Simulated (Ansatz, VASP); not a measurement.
**Mg2Co: VASP beside Ansatz**

Wanted: the spread between two codes on one cell, functional and k mesh. The cell is invented: other elements were put on sites of a known structure type. It may not be a known or stable phase. The cell is taken from a series of VASP runs on this material, whose earlier steps may have relaxed, scaled or displaced it; both programs get it as it stands.

Main program and level: Ansatz 0.2.0; plane waves, with VASP 6.6.1 beside it; zone-centre phonons at LDA.

## Step 1: Starting point

Symmetry: P-4m2, No. 115, tetragonal system. The conventional cell has a = 2.702 Å, b = 2.702 Å, c = 6.793 Å, α = 90.00°, β = 90.00°, γ = 90.00°. Nearest to Mg lie 2 Co at 2.53 Å and 4 Mg at 2.70 Å. Co has 4 Mg at 2.53 Å and 4 Co at 2.70 Å nearest. Farther neighbours are not listed.

## Step 2: VASP: zone-centre phonons, LDA

Second derivatives magnify differences that forces hide, and they need a tight electronic threshold.

Lines of VASP's logs that name or quote its potential files are left out, and so is its time.

Input file INCAR:

```
SYSTEM = Mg2Co
PREC = Accurate
ENCUT = 400
EDIFF = 1E-08
NELM = 100
ISMEAR = -1
SIGMA = 0.05
LREAL = .FALSE.
ALGO = Normal
GGA = CA
ISPIN = 2
MAGMOM = -0.009 -0.009 1.315
LMAXMIX = 4
LORBIT = 11
LWAVE = .FALSE.
LCHARG = .FALSE.
IBRION = 8
ISIF = 2
```

Input file POSCAR:

```
Mg2Co
1.0
    2.7016898208      0.0000000000      0.0000000000
    0.0000000000      2.7016898208      0.0000000000
    0.0000000000      0.0000000000      6.7929541134
Mg Co
2 1
Direct
    0.5000000000      0.0000000000      0.8146353671
    0.0000000000      0.5000000000      0.1853646329
    0.0000000000      0.0000000000      0.5000000000
```

Input file KPOINTS:

```
Automatic mesh
0
Gamma
8 8 4
0 0 0
```

PAW data sets: Mg and Co (LDA family, release 64).

Started as:

```bash
$ mpirun -np 1 vasp_std
```

Numbers of over 12 decimals in the logs are rounded to 6 here.

Log:

```text
[banner, memory and clock lines left out]
running    1 mpi-ranks, on    1 nodes
 distrk:  each k-point on    1 cores,    1 groups
 distr:  one band on    1 cores,    1 groups

 POSCAR found type information on POSCAR MgCo
 POSCAR found :  2 types and       3 ions
 LDA part: xc-table for (Slater(with rela. corr.)+CA(PZ))
 , standard interpolation
 POSCAR, INCAR and KPOINTS ok, starting setup
 FFT: planning ... GRIDC
 FFT: planning ... GRID_SOFT
 FFT: planning ... GRID
 WAVECAR not read
 entering main loop
       N       E                     dE             d eps       ncg     rms          rms(c)
DAV:   1     0.348853827274E+02    0.34885E+02   -0.43599E+03  1980   0.855E+02
DAV:   2    -0.993873322217E+01   -0.44824E+02   -0.41149E+02  1995   0.164E+02
DAV:   3    -0.111740200898E+02   -0.12353E+01   -0.12097E+01  2385   0.347E+01
DAV:   4    -0.111913301040E+02   -0.17310E-01   -0.17301E-01  2310   0.374E+00
DAV:   5    -0.111918314364E+02   -0.50133E-03   -0.50130E-03  2347   0.677E-01    0.983E+00
DAV:   6    -0.161240702627E+02   -0.49322E+01   -0.52357E+01  2290   0.106E+02    0.236E+01
DAV:   7    -0.102739419330E+02    0.58501E+01   -0.20708E+01  2391   0.654E+01    0.210E+00
DAV:   8    -0.102585625239E+02    0.15379E-01   -0.11041E+00  2642   0.110E+01    0.234E+00
DAV:   9    -0.102229836467E+02    0.35579E-01   -0.13152E-01  2330   0.525E+00    0.740E-01
DAV:  10    -0.102181968887E+02    0.47868E-02   -0.11986E-02  2936   0.129E+00    0.247E-01
DAV:  11    -0.102176368189E+02    0.56007E-03   -0.96618E-04  2625   0.316E-01    0.200E-01
DAV:  12    -0.102173570710E+02    0.27975E-03   -0.12237E-03  2666   0.427E-01    0.126E-01
DAV:  13    -0.102172600207E+02    0.97050E-04   -0.13395E-04  2818   0.175E-01    0.892E-02
DAV:  14    -0.102172363067E+02    0.23714E-04   -0.55665E-05  2459   0.113E-01    0.538E-02
DAV:  15    -0.102172220929E+02    0.14214E-04   -0.56012E-05  2617   0.976E-02    0.149E-02
DAV:  16    -0.102172211091E+02    0.98388E-06   -0.17967E-06  2512   0.203E-02    0.694E-03
DAV:  17    -0.102172207839E+02    0.32515E-06   -0.66075E-07  2741   0.101E-02    0.223E-03
DAV:  18    -0.102172207675E+02    0.16424E-07   -0.94283E-08  2143   0.318E-03    0.372E-04
DAV:  19    -0.102172207684E+02   -0.87630E-09   -0.43799E-09  1104   0.951E-04
   1 F= -.10217221E+02 E0= -.10203758E+02  d E =-.269261E-01  mag=     1.2570
 Linear response reoptimize wavefunctions to high precision
DAV:   1    -0.102172207682E+02    0.20123E-09   -0.93594E-10  1424   0.409E-04
DAV:   2    -0.102172207682E+02   -0.79581E-11   -0.14234E-10  1065   0.138E-04
 Linear response DOF=           5
 Linear response progress:
  Degree of freedom:   1/  5
       N       E                     dE             d eps       ncg     rms          rms(c)
RMM:   1    -0.187021571927E-02   -0.18702E-02   -0.17880E-03  6994   0.307E-01
RMM:   2    -0.186274175018E-02    0.74740E-05   -0.36068E-05  5197   0.820E-02    0.278E-02
RMM:   3    -0.186382131529E-02   -0.10796E-05   -0.57610E-06  5922   0.242E-02    0.165E-02
RMM:   4    -0.187050256472E-02   -0.66812E-05   -0.15552E-06  5753   0.134E-02    0.817E-03
RMM:   5    -0.187162767780E-02   -0.11251E-05   -0.49429E-07  5573   0.776E-03    0.486E-03
RMM:   6    -0.187576764267E-02   -0.41400E-05   -0.17486E-07  5090   0.549E-03    0.274E-03
RMM:   7    -0.187716896470E-02   -0.14013E-05   -0.21051E-07  5221   0.670E-03    0.245E-03
RMM:   8    -0.187755158370E-02   -0.38262E-06   -0.68317E-08  4638   0.401E-03    0.354E-04
RMM:   9    -0.187762857312E-02   -0.76989E-07   -0.12108E-08  6313   0.677E-04    0.203E-04
RMM:  10    -0.187773171727E-02   -0.10314E-06   -0.13887E-09  5060   0.455E-04    0.119E-04
RMM:  11    -0.187779727365E-02   -0.65556E-07   -0.61508E-10  5463   0.235E-04    0.268E-05
RMM:  12    -0.187778627178E-02    0.11002E-07   -0.31985E-10  6547   0.687E-05    0.160E-05
RMM:  13    -0.187779308410E-02   -0.68123E-08   -0.18465E-11  6324   0.242E-05    0.564E-06
 first order change of Fermi-energy   0.17182E-04
 force on displaced ion       1 direction 1 :  -2.052   0.000  -0.000
 Linear response progress:
  Degree of freedom:   2/  5
       N       E                     dE             d eps       ncg     rms          rms(c)
RMM:   1    -0.168170454667E-02   -0.16817E-02   -0.14921E-03  6955   0.277E-01
RMM:   2    -0.167692829818E-02    0.47762E-05   -0.32547E-05  5238   0.712E-02    0.234E-02
RMM:   3    -0.167710015725E-02   -0.17186E-06   -0.44529E-06  6077   0.199E-02    0.144E-02
RMM:   4    -0.168231503977E-02   -0.52149E-05   -0.12151E-06  5806   0.119E-02    0.684E-03
RMM:   5    -0.168305924634E-02   -0.74421E-06   -0.32842E-07  5422   0.701E-03    0.436E-03
RMM:   6    -0.168455731687E-02   -0.14981E-05   -0.57704E-07  5389   0.104E-02    0.518E-03
RMM:   7    -0.168535442589E-02   -0.79711E-06   -0.48619E-07  5311   0.960E-03    0.170E-03
RMM:   8    -0.168600158046E-02   -0.64715E-06   -0.24183E-08  5094   0.222E-03    0.267E-04
RMM:   9    -0.168615518099E-02   -0.15360E-06   -0.68367E-09  6302   0.550E-04    0.159E-04
RMM:  10    -0.168623025817E-02   -0.75077E-07   -0.57397E-10  5523   0.269E-04    0.414E-05
RMM:  11    -0.168624963442E-02   -0.19376E-07   -0.29078E-10  6412   0.919E-05    0.234E-05
RMM:  12    -0.168627348071E-02   -0.23846E-07   -0.40236E-11  6080   0.329E-05    0.884E-06
RMM:  13    -0.168626173344E-02    0.11747E-07   -0.57144E-13  6806   0.112E-05    0.371E-06
RMM:  14    -0.168626830662E-02   -0.65732E-08   -0.24347E-13  5499   0.473E-06    0.177E-06
 first order change of Fermi-energy   0.16755E-03
 force on displaced ion       1 direction 2 :   0.000   0.332  -0.000
 Linear response progress:
  Degree of freedom:   3/  5
       N       E                     dE             d eps       ncg     rms          rms(c)
RMM:   1    -0.612542200303E-02   -0.61254E-02    0.19254E-02  6892   0.632E-01
RMM:   2    -0.602159233833E-02    0.10383E-03   -0.24956E-04  4368   0.269E-01    0.149E-01
RMM:   3    -0.725959857363E-02   -0.12380E-02   -0.34989E-03  5052   0.717E-01    0.384E-01
RMM:   4    -0.602466287468E-02    0.12349E-02   -0.30522E-03  4741   0.656E-01    0.583E-02
RMM:   5    -0.603108729871E-02   -0.64244E-05   -0.39947E-05  3878   0.920E-02    0.150E-02
RMM:   6    -0.604582917785E-02   -0.14742E-04   -0.78888E-06  5114   0.225E-02    0.974E-03
RMM:   7    -0.604295890816E-02    0.28703E-05   -0.52730E-07  4560   0.936E-03    0.447E-03
RMM:   8    -0.604595218979E-02   -0.29933E-05   -0.19664E-07  4700   0.453E-03    0.309E-03
RMM:   9    -0.604838558806E-02   -0.24334E-05   -0.68482E-08  4744   0.267E-03    0.115E-03
RMM:  10    -0.604869376188E-02   -0.30817E-06   -0.25112E-08  4571   0.166E-03    0.373E-04
RMM:  11    -0.604886511722E-02   -0.17136E-06   -0.45666E-09  5078   0.522E-04    0.191E-04
RMM:  12    -0.604908405471E-02   -0.21894E-06    0.12254E-11  4559   0.307E-04    0.552E-05
RMM:  13    -0.604911443336E-02   -0.30379E-07   -0.43369E-10  5346   0.111E-04    0.319E-05
RMM:  14    -0.604909873679E-02    0.15697E-07   -0.15385E-10  4881   0.498E-05    0.148E-05
RMM:  15    -0.604908250003E-02    0.16237E-07    0.45291E-11  4994   0.215E-05    0.881E-06
RMM:  16    -0.604907513477E-02    0.73653E-08   -0.44786E-11  4898   0.936E-06    0.379E-06
 first order change of Fermi-energy   0.26569E+00
 force on displaced ion       1 direction 3 :   0.000   0.000  -5.522
 Linear response progress:
  Degree of freedom:   4/  5
       N       E                     dE             d eps       ncg     rms          rms(c)
RMM:   1    -0.161766196577E+00   -0.16177E+00   -0.10605E-01  6698   0.288E+00
RMM:   2    -0.162350234648E+00   -0.58404E-03   -0.28945E-03  5741   0.550E-01    0.392E-01
RMM:   3    -0.162009496154E+00    0.34074E-03   -0.11684E-03  5868   0.277E-01    0.184E-01
RMM:   4    -0.161964005811E+00    0.45490E-04   -0.94509E-05  6063   0.914E-02    0.387E-02
RMM:   5    -0.161862204441E+00    0.10180E-03   -0.52324E-05  5911   0.579E-02    0.169E-02
RMM:   6    -0.161862351616E+00   -0.14717E-06   -0.83625E-06  5789   0.334E-02    0.130E-02
RMM:   7    -0.161861810901E+00    0.54071E-06   -0.36412E-06  4878   0.278E-02    0.659E-03
RMM:   8    -0.161861576506E+00    0.23440E-06   -0.58366E-07  5296   0.103E-02    0.283E-03
RMM:   9    -0.161859693338E+00    0.18832E-05   -0.13792E-07  6136   0.311E-03    0.157E-03
RMM:  10    -0.161857844205E+00    0.18491E-05   -0.21606E-08  5560   0.146E-03    0.827E-04
RMM:  11    -0.161855754234E+00    0.20900E-05   -0.11297E-08  5943   0.934E-04    0.207E-04
RMM:  12    -0.161855007242E+00    0.74699E-06   -0.11818E-09  6336   0.279E-04    0.744E-05
RMM:  13    -0.161854353814E+00    0.65343E-06   -0.10966E-10  6245   0.929E-05    0.366E-05
RMM:  14    -0.161854109626E+00    0.24419E-06    0.20999E-11  5857   0.439E-05    0.946E-06
RMM:  15    -0.161854045018E+00    0.64607E-07   -0.39913E-10  6710   0.156E-05    0.513E-06
RMM:  16    -0.161854038311E+00    0.67075E-08   -0.81841E-11  6063   0.601E-06    0.283E-06
 first order change of Fermi-energy   0.86720E-03
 force on displaced ion       3 direction 1 :  -0.672   0.000   0.000
 Linear response progress:
  Degree of freedom:   5/  5
       N       E                     dE             d eps       ncg     rms          rms(c)
RMM:   1    -0.187043589527E+00   -0.18704E+00   -0.11985E-01  5718   0.306E+00
RMM:   2    -0.184663112902E+00    0.23805E-02   -0.29866E-03  4714   0.647E-01    0.459E-01
RMM:   3    -0.184590052242E+00    0.73061E-04   -0.18330E-03  4902   0.325E-01    0.221E-01
RMM:   4    -0.184639929125E+00   -0.49877E-04   -0.15300E-04  5015   0.104E-01    0.629E-02
RMM:   5    -0.184811964871E+00   -0.17204E-03   -0.77339E-05  5078   0.696E-02    0.256E-02
RMM:   6    -0.184871754977E+00   -0.59790E-04   -0.10293E-05  4992   0.328E-02    0.133E-02
RMM:   7    -0.184880129859E+00   -0.83749E-05   -0.69847E-06  4260   0.354E-02    0.163E-02
RMM:   8    -0.184882206309E+00   -0.20765E-05   -0.42709E-06  4139   0.312E-02    0.713E-03
RMM:   9    -0.184886325352E+00   -0.41190E-05   -0.52503E-07  4634   0.917E-03    0.323E-03
RMM:  10    -0.184884609903E+00    0.17154E-05   -0.12404E-07  4802   0.336E-03    0.138E-03
RMM:  11    -0.184877488882E+00    0.71210E-05   -0.23871E-08  4677   0.141E-03    0.595E-04
RMM:  12    -0.184874639862E+00    0.28490E-05   -0.24391E-09  4791   0.609E-04    0.127E-04
RMM:  13    -0.184873803902E+00    0.83596E-06   -0.14454E-10  5059   0.199E-04    0.598E-05
RMM:  14    -0.184873392463E+00    0.41144E-06    0.59108E-11  5279   0.714E-05    0.170E-05
RMM:  15    -0.184873356400E+00    0.36063E-07   -0.10080E-10  4956   0.331E-05    0.512E-06
RMM:  16    -0.184873317346E+00    0.39054E-07    0.19987E-11  5555   0.110E-05    0.317E-06
RMM:  17    -0.184873321800E+00   -0.44540E-08    0.27005E-11  4842   0.432E-06    0.170E-06
 first order change of Fermi-energy  -0.23051E-03
 force on displaced ion       3 direction 3 :   0.000   0.000  -7.477
 Linear response finished
```

OUTCAR, selected parts (step 2):

```text
ion  position               nearest neighbor table
   1  0.500  0.000  0.815-   3 2.53   3 2.53   2 3.16   2 3.16   2 3.16   2 3.16
   2  0.000  0.500  0.185-   3 2.53   3 2.53   1 3.16   1 3.16   1 3.16   1 3.16
   3  0.000  0.000  0.500-   1 2.53   2 2.53   2 2.53   1 2.53

  LATTYP: Found a simple tetragonal cell.
 ALAT       =     2.7016898208
 C/A-ratio  =     2.5143353101

 Subroutine GETGRP returns: Found  8 space group operations
 (whereof  8 operations were pure point group operations)

The static configuration has the point symmetry D_2d.

 Found     45 irreducible k-points:

   k-points           NKPTS =     45   k-points in BZ     NKDIM =     45   number of bands    NBANDS=     11

   dimension x,y,z NGX =    18 NGY =   18 NGZ =   48
   dimension x,y,z NGXF=    36 NGYF=   36 NGZF=   96

   ENCUT  =  400.0 eV  29.40 Ry    5.42 a.u.   4.41  4.41 11.08*2*pi/ulx,y,z

   NELECT =      13.0000    total number of electrons

 k-points in reciprocal lattice and weights: Automatic mesh
   0.00000000  0.00000000  0.00000000       0.004
   0.12500000  0.00000000  0.00000000       0.016
   0.25000000  0.00000000  0.00000000       0.016
   0.37500000  0.00000000  0.00000000       0.016
   0.50000000  0.00000000  0.00000000       0.008
   0.12500000  0.12500000  0.00000000       0.016
   0.25000000  0.12500000  0.00000000       0.031
   0.37500000  0.12500000  0.00000000       0.031
   0.50000000  0.12500000  0.00000000       0.016
[...]
0.50000000  0.37500000  0.50000000       0.016
   0.50000000  0.50000000  0.50000000       0.004

 average (electrostatic) potential at core
       1 -36.8153       2 -36.8153       3 -83.2652

  Total       -0.0072301     -0.0072301      0.0166753      0.0000000      0.0000000      0.0000000
  in kB       -0.2336293     -0.2336293      0.5388345      0.0000000      0.0000000      0.0000000
  external PRESSURE =       0.0238586 kB  Pullay stress =       0.0000000 kB

  energy-cutoff  :      400.00
  volume of cell :       49.58
      direct lattice vectors                 reciprocal lattice vectors
     2.701689821  0.000000000  0.000000000     0.370138716  0.000000000  0.000000000
     0.000000000  2.701689821  0.000000000     0.000000000  0.370138716  0.000000000
     0.000000000  0.000000000  6.792954113     0.000000000  0.000000000  0.147211358

 POSITION                                       TOTAL-FORCE (eV/Angst)
 -----------------------------------------------------------------------------------
      1.35084      0.00000      5.53378         0.000000     -0.000000     -0.006195
      0.00000      1.35084      1.25917         0.000000     -0.000000      0.006195
      0.00000      0.00000      3.39648         0.000000      0.000000      0.000000
 -----------------------------------------------------------------------------------
    total drift:                                0.000000      0.000000      0.000000

 Eigenvectors and eigenvalues of the dynamical matrix
 ----------------------------------------------------

   1 f  =    8.567813 THz    53.833154 2PiTHz  285.791464 cm-1    35.433610 meV
             X         Y         Z           dx          dy          dz
      1.350845  0.000000  5.533781    -0.000000   -0.000000   -0.707107
      0.000000  1.350845  1.259173    -0.000000   -0.000000    0.707107
      0.000000  0.000000  3.396477     0.000000    0.000000    0.000000

   2 f  =    8.286246 THz    52.064016 2PiTHz  276.399399 cm-1    34.269143 meV
             X         Y         Z           dx          dy          dz
      1.350845  0.000000  5.533781     0.000000    0.000000   -0.523654
      0.000000  1.350845  1.259173     0.000000   -0.000000   -0.523654
      0.000000  0.000000  3.396477     0.000000    0.000000    0.671992

   3 f  =    5.163860 THz    32.445489 2PiTHz  172.247828 cm-1    21.355999 meV
             X         Y         Z           dx          dy          dz
      1.350845  0.000000  5.533781    -0.105628   -0.226862    0.000000
      0.000000  1.350845  1.259173     0.027438    0.873337    0.000000
      0.000000  0.000000  3.396477     0.050073   -0.414004    0.000000

   4 f  =    5.163860 THz    32.445489 2PiTHz  172.247828 cm-1    21.355999 meV
             X         Y         Z           dx          dy          dz
      1.350845  0.000000  5.533781     0.873337   -0.027438    0.000000
      0.000000  1.350845  1.259173    -0.226862    0.105628   -0.000000
      0.000000  0.000000  3.396477    -0.414004   -0.050073    0.000000

   5 f  =    0.008848 THz     0.055594 2PiTHz    0.295137 cm-1     0.036592 meV
             X         Y         Z           dx          dy          dz
      1.350845  0.000000  5.533781    -0.472447   -0.044713    0.000000
      0.000000  1.350845  1.259173    -0.476779   -0.044307    0.000000
      0.000000  0.000000  3.396477    -0.735362   -0.068963    0.000000

   6 f  =    0.008848 THz     0.055594 2PiTHz    0.295137 cm-1     0.036592 meV
             X         Y         Z           dx          dy          dz
      1.350845  0.000000  5.533781    -0.044307    0.476779   -0.000000
      0.000000  1.350845  1.259173    -0.044713    0.472447   -0.000000
      0.000000  0.000000  3.396477    -0.068963    0.735362   -0.000000

   7 f/i=    0.003592 THz     0.022566 2PiTHz    0.119801 cm-1     0.014853 meV
             X         Y         Z           dx          dy          dz
      1.350845  0.000000  5.533781    -0.000000    0.000000    0.475170
      0.000000  1.350845  1.259173    -0.000000    0.000000    0.475170
      0.000000  0.000000  3.396477    -0.000000    0.000000    0.740558

   8 f/i=    2.567430 THz    16.131641 2PiTHz   85.640261 cm-1    10.618034 meV
             X         Y         Z           dx          dy          dz
      1.350845  0.000000  5.533781    -0.029816   -0.224554    0.000000
      0.000000  1.350845  1.259173     0.817336    0.008192   -0.000000
      0.000000  0.000000  3.396477    -0.510773    0.140329    0.000000

   9 f/i=    2.567430 THz    16.131641 2PiTHz   85.640261 cm-1    10.618034 meV
             X         Y         Z           dx          dy          dz
      1.350845  0.000000  5.533781     0.008192   -0.817336    0.000000
      0.000000  1.350845  1.259173    -0.224554    0.029816    0.000000
      0.000000  0.000000  3.396477     0.140329    0.510773    0.000000

 ELASTIC MODULI CONTR FROM IONIC RELAXATION (kBar)
 Direction    XX          YY          ZZ          XY          YZ          ZX
 --------------------------------------------------------------------------------
 XX         -84.4613     56.9334    -36.4141      0.0000      0.0000      0.0000
 YY          56.9334    -84.4613    -36.4141      0.0000     -0.0000      0.0000
 ZZ         -36.4141    -36.4141    -96.3378      0.0000     -0.0000      0.0000
 XY           0.0000      0.0000      0.0000      0.0000      0.0000      0.0000
 YZ           0.0000     -0.0000     -0.0000      0.0000   -131.1061      0.0000
 ZX           0.0000      0.0000      0.0000      0.0000      0.0000   -151.2438
 --------------------------------------------------------------------------------

 magnetization (x)
# of ion       s       p       d       tot
------------------------------------------
    1       -0.003  -0.005  -0.001  -0.009
    2       -0.003  -0.005  -0.001  -0.009
    3        0.001   0.002   1.313   1.315
--------------------------------------------------
tot         -0.005  -0.008   1.311   1.298
```

The cell holds one magnetic atom, so no antiferromagnetic order fits into it. Energies printed during the response cycles are not total energies of the cell.

(Continued in part 2 of 2.)

[Lines on the potential files, build, host, timing and source positions are cut from VASP's logs without a mark.]

[Logs are printed without paths, hosts, clocks, repeated set-up lines and the standing remarks that a program may print on its own settings, such as how far it seeks lower states.]

[Hosts, paths, dates, database ids (printed as entryN), source tags and the programs' standing remarks are cut or masked in the printed files.]
